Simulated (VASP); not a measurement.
Given:

```
AuGa3
1.0
    0.00000     3.27541     3.27541
    3.27541     0.00000     3.27541
    3.27541     3.27541     0.00000
Ga Au
3 1
Direct
  0.25000   0.25000   0.25000
  0.75000   0.75000   0.75000
  0.50000   0.50000   0.50000
  0.00000   0.00000   0.00000
```

Method: PBEsol GGA with spin-orbit coupling, VASP's PBE PAW potentials (set 64) (plane waves; VASP). Numerical set-up: 400 eV cut-off, 7×7×7 Γ-centred mesh, Gaussian smearing of 0.050 eV, potentials Ga_d Au.

**Question.** Give the energies of bands 43 to 56 at the high-symmetry points, in eV from the Fermi level.

**Answer.** 
```
band      Γ      X      U      L      W
----  -----  -----  -----  -----  -----
43    -1.98  -3.82  -4.00  -3.96  -3.80
44    -1.98  -3.82  -4.00  -3.96  -3.80
45    -0.55  -3.46  -3.46  -2.26  -3.73
46    -0.55  -3.46  -3.46  -2.26  -3.73
47     0.41  -3.29  -2.44  -0.14  -3.29
48     0.41  -3.29  -2.44  -0.14  -3.29
49     0.72  -2.22  -1.69   0.29   1.49
50     0.72  -2.22  -1.69   0.29   1.49
51     0.72  -1.26   1.35   0.47   1.51
52     0.72  -1.26   1.35   0.47   1.51
53     2.11   6.47   3.60   0.55   1.63
54     2.11   6.48   3.60   0.55   1.63
55     2.11   6.54   4.52   0.81   2.18
56     2.11   6.55   4.52   0.81   2.18
```

It has no gap at this level: it comes out as a metal or semimetal.

The structure comes from a computed database's Ga3Au entry (Fm-3m); how it stands against other phases isn't given here. It was relaxed first, which changed the volume by -5 %.
